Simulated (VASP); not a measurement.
Here is the system:

```yaml
crystal:
  lattice:
    - [-1.94610, 1.94610, 1.06182]
    - [1.94610, -1.94610, 1.06182]
    - [1.94610, 1.94610, -1.06182]
  atoms:
    - { symbol: Be, position: [0.75000, 0.25000, 0.50000] }
    - { symbol: Be, position: [0.00000, 0.00000, 0.00000] }
```

Calculation: PBE GGA, VASP's PBE PAW potentials (set 64) (plane waves; VASP). Settings: 300 eV cut-off, 12×12×12 Γ-centred mesh, Fermi-Dirac smearing of 0.10 eV, potentials Be.

Question: Give the energies of bands 1 to 5 at the high-symmetry points, in eV from the Fermi level.

Answer: 
```json
[
 {"band": "1", "Γ": "-11.41", "X": "-7.71", "M": "-5.76", "Z": "-2.16", "P": "-2.89", "N": "-4.72"},
 {"band": "2", "Γ": "1.26", "X": "-7.71", "M": "-5.76", "Z": "-1.89", "P": "-2.89", "N": "-1.48"},
 {"band": "3", "Γ": "1.26", "X": "5.93", "M": "-1.06", "Z": "-1.89", "P": "0.87", "N": "2.65"},
 {"band": "4", "Γ": "7.59", "X": "5.93", "M": "-1.06", "Z": "0.54", "P": "0.87", "N": "3.04"},
 {"band": "5", "Γ": "10.48", "X": "12.18", "M": "14.85", "Z": "4.03", "P": "11.97", "N": "7.03"}
]
```

It has no gap at this level: it comes out as a metal or semimetal.

The structure was generated: Be was put into an ordered model structure, which need not be its known phase. The cell was not relaxed at this level.
